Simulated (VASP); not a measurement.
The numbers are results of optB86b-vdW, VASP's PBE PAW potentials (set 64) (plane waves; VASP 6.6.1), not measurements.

VASP ran on this input.

### KPOINTS
```
kpoints
0
gamma
8 8 2
```

### POSCAR
```
WSe2
1
    1.6667452151    -2.8868870619     0.0000000000
    1.6667452151     2.8868870619     0.0000000000
    0.0000000000     0.0000000000    13.2045671776
W Se
2 4
Direct
  0.3333330000   0.6666670000   0.2500000000
  0.6666670000   0.3333330000   0.7500000000
  0.3333330000   0.6666670000   0.8790986326
  0.6666670000   0.3333330000   0.3790986326
  0.6666670000   0.3333330000   0.1209013674
  0.3333330000   0.6666670000   0.6209013674
```

**INCAR**
```
# general
SYSTEM    =  WSe2
PREC      =  Accurate
ENCUT     =  520
LREAL     =  .False.
LASPH     =  .True.

# electronic loop
EDIFF     =  1E-7
NELM      =  100
ALGO      =  Normal
LMAXMIX   =  6

# smearing
ISMEAR    =  0
SIGMA     =  0.05

# functional
GGA       =  MK
LUSE_VDW  =  .True.
AGGAC     =  0.0
PARAM1    =  0.1234
PARAM2    =  1.0

# ions
IBRION    =  2
NSW       =  30
ISIF      =  4
EDIFFG    =  -0.01

# output
LWAVE     =  .False.
LCHARG    =  .False.
```

POTCAR, in this order: W_sv Se (PBE.64 set). Program: vasp_std.

The resulting files:

File OSZICAR:
```
       N       E                     dE             d eps       ncg     rms          rms(c)
DAV:   1     0.522790773749E+03    0.52279E+03   -0.28234E+04  1392   0.162E+03
DAV:   2    -0.470302815680E+00   -0.52326E+03   -0.51240E+03  1516   0.421E+02
DAV:   3    -0.325567667951E+02   -0.32086E+02   -0.31732E+02  1529   0.941E+01
DAV:   4    -0.333833413817E+02   -0.82657E+00   -0.82305E+00  1533   0.153E+01
DAV:   5    -0.334028781862E+02   -0.19537E-01   -0.19526E-01  1564   0.226E+00    0.272E+01
DAV:   6    -0.317962437174E+02    0.16066E+01   -0.13402E+01  1421   0.192E+01    0.944E+00
DAV:   7    -0.315388486833E+02    0.25740E+00   -0.60560E+00  1435   0.101E+01    0.567E+00
DAV:   8    -0.313308014325E+02    0.20805E+00   -0.88809E-01  1604   0.507E+00    0.119E+00
DAV:   9    -0.313334615121E+02   -0.26601E-02   -0.77178E-02  1625   0.139E+00    0.768E-01
DAV:  10    -0.313320810540E+02    0.13805E-02   -0.22632E-02  1580   0.926E-01    0.208E-01
DAV:  11    -0.313318895061E+02    0.19155E-03   -0.32597E-03  1585   0.339E-01    0.131E-01
DAV:  12    -0.313318686281E+02    0.20878E-04   -0.12097E-04  1552   0.564E-02    0.963E-02
DAV:  13    -0.313318561372E+02    0.12491E-04   -0.14673E-04  1623   0.653E-02    0.315E-03
DAV:  14    -0.313318568403E+02   -0.70312E-06   -0.37376E-06  1466   0.118E-02    0.617E-03
DAV:  15    -0.313318567678E+02    0.72526E-07   -0.26916E-07  1239   0.339E-03
   1 F= -.31331857E+02 E0= -.31331857E+02  d E =-.313319E+02
       N       E                     dE             d eps       ncg     rms          rms(c)
DAV:   1    -0.313517995571E+02   -0.19943E-01   -0.17515E+00  1282   0.625E+00    0.104E+00
DAV:   2    -0.313554949268E+02   -0.36954E-02   -0.10035E-01  1485   0.130E+00    0.442E-01
DAV:   3    -0.313542858961E+02    0.12090E-02   -0.80225E-03  1508   0.481E-01    0.322E-01
DAV:   4    -0.313538685974E+02    0.41730E-03   -0.18700E-03  1624   0.216E-01    0.145E-01
DAV:   5    -0.313538795894E+02   -0.10992E-04   -0.26195E-04  1432   0.839E-02    0.297E-02
DAV:   6    -0.313538613202E+02    0.18269E-04   -0.67232E-05  1480   0.439E-02    0.770E-03
DAV:   7    -0.313538618419E+02   -0.52172E-06   -0.45079E-06  1633   0.932E-03    0.223E-03
DAV:   8    -0.313538620447E+02   -0.20281E-06   -0.45891E-07  1367   0.420E-03    0.929E-04
DAV:   9    -0.313538620339E+02    0.10801E-07   -0.48681E-08   928   0.133E-03
   2 F= -.31353862E+02 E0= -.31353862E+02  d E =-.220053E-01
       N       E                     dE             d eps       ncg     rms          rms(c)
DAV:   1    -0.313538644881E+02   -0.24433E-05   -0.23441E-04  1352   0.725E-02    0.119E-02
DAV:   2    -0.313538651605E+02   -0.67241E-06   -0.13364E-05  1499   0.150E-02    0.529E-03
DAV:   3    -0.313538651904E+02   -0.29911E-07   -0.11913E-06  1369   0.584E-03    0.377E-03
DAV:   4    -0.313538652254E+02   -0.34992E-07   -0.25844E-07  1138   0.268E-03
   3 F= -.31353865E+02 E0= -.31353865E+02  d E =-.220085E-01
       N       E                     dE             d eps       ncg     rms          rms(c)
DAV:   1    -0.313898340207E+02   -0.35969E-01   -0.15208E+00  1240   0.784E+00    0.104E+00
DAV:   2    -0.313692034080E+02    0.20631E-01   -0.12745E-01  1393   0.194E+00    0.516E-01
DAV:   3    -0.313647694107E+02    0.44340E-02   -0.84868E-03  1507   0.561E-01    0.222E-01
DAV:   4    -0.313633032101E+02    0.14662E-02   -0.45357E-03  1458   0.331E-01    0.928E-02
DAV:   5    -0.313633151527E+02   -0.11943E-04   -0.48665E-04  1489   0.125E-01    0.482E-02
DAV:   6    -0.313632944013E+02    0.20751E-04   -0.12014E-04  1596   0.621E-02    0.120E-02
DAV:   7    -0.313632960817E+02   -0.16804E-05   -0.99589E-06  1641   0.174E-02    0.491E-03
DAV:   8    -0.313632961920E+02   -0.11023E-06   -0.19890E-06  1626   0.831E-03    0.983E-04
DAV:   9    -0.313632962252E+02   -0.33273E-07   -0.14562E-07  1000   0.226E-03
   4 F= -.31363296E+02 E0= -.31363296E+02  d E =-.943100E-02
       N       E                     dE             d eps       ncg     rms          rms(c)
DAV:   1    -0.314086980841E+02   -0.45402E-01   -0.23450E+00  1240   0.973E+00    0.130E+00
DAV:   2    -0.313766828848E+02    0.32015E-01   -0.20088E-01  1421   0.243E+00    0.643E-01
DAV:   3    -0.313698204772E+02    0.68624E-02   -0.13190E-02  1486   0.703E-01    0.278E-01
DAV:   4    -0.313675029054E+02    0.23176E-02   -0.71777E-03  1430   0.416E-01    0.119E-01
DAV:   5    -0.313675244931E+02   -0.21588E-04   -0.76604E-04  1480   0.158E-01    0.624E-02
DAV:   6    -0.313674892395E+02    0.35254E-04   -0.19881E-04  1582   0.801E-02    0.151E-02
DAV:   7    -0.313674918061E+02   -0.25666E-05   -0.16027E-05  1634   0.222E-02    0.627E-03
DAV:   8    -0.313674919672E+02   -0.16105E-06   -0.31927E-06  1591   0.106E-02    0.125E-03
DAV:   9    -0.313674920205E+02   -0.53359E-07   -0.26961E-07  1181   0.296E-03
   5 F= -.31367492E+02 E0= -.31367492E+02  d E =-.136268E-01
```

File OUTCAR:
```
------------------------ aborting loop because EDIFF is reached ----------------------------------------
  FORCE on cell =-STRESS in cart. coord.  units (eV):
  Direction    XX          YY          ZZ          XY          YZ          ZX
  --------------------------------------------------------------------------------------
  Total       -0.6454720     -0.6454719     -0.5954327      0.0000000     -0.0000000      0.0000000
  in kB       -8.1383212     -8.1383196     -7.5074097      0.0000000     -0.0000000      0.0000000
  external PRESSURE =      -7.9280168 kB  Pullay stress =       0.0000000 kB
  volume of cell :      127.07
      direct lattice vectors                 reciprocal lattice vectors
     1.655674496 -2.867712064 -0.000000000     0.301991727 -0.174355022  0.000000000
     1.655674496  2.867712064  0.000000000     0.301991727  0.174355022  0.000000000
    -0.000000000 -0.000000000 13.381742826     0.000000000 -0.000000000  0.074728682
 POSITION                                       TOTAL-FORCE (eV/Angst)
 -----------------------------------------------------------------------------------
      1.65567      0.95591      3.34544        -0.000000      0.000000      0.000000
      1.65567     -0.95591     10.03631        -0.000000     -0.000000      0.000000
      1.65567      0.95591     11.72164         0.000000      0.000000      0.008585
      1.65567     -0.95591      5.03077         0.000000      0.000000      0.008585
      1.65567     -0.95591      1.66010         0.000000     -0.000000     -0.008585
      1.65567      0.95591      8.35097         0.000000     -0.000000     -0.008585
 -----------------------------------------------------------------------------------
    total drift:                               -0.000145      0.001083     -0.000034
  FREE ENERGIE OF THE ION-ELECTRON SYSTEM (eV)
  ---------------------------------------------------
  free  energy   TOTEN  =       -31.3674920205 eV

  energy  without entropy=      -31.3674920205  energy(sigma->0) =      -31.36749202

 reached required accuracy - stopping structural energy minimisation
```
(Selected blocks of OUTCAR.)

**CONTCAR**
```
WSe2
   1.00000000000000
     1.6556744958780749   -2.8677120643262421   -0.0000000000000000
     1.6556744958780749    2.8677120643262421    0.0000000000000000
    -0.0000000000000000   -0.0000000000000000   13.3817428256914699
  W               Se
     2     4
Direct
     0.3333330000000032    0.6666669999999968    0.2500000000000000
     0.6666669999999968    0.3333330000000032    0.7500000000000000
     0.3333330000000032    0.6666669999999968    0.8759428158359567
     0.6666669999999968    0.3333330000000032    0.3759428158359567
     0.6666669999999968    0.3333330000000032    0.1240571841640433
     0.3333330000000032    0.6666669999999968    0.6240571841640433
```

The compound is WSe2 in the 2H layered structure. This cell is one point of a volume scan, at 1.03 of the reference volume. Symmetry was kept, so distortions that lower it aren't found.
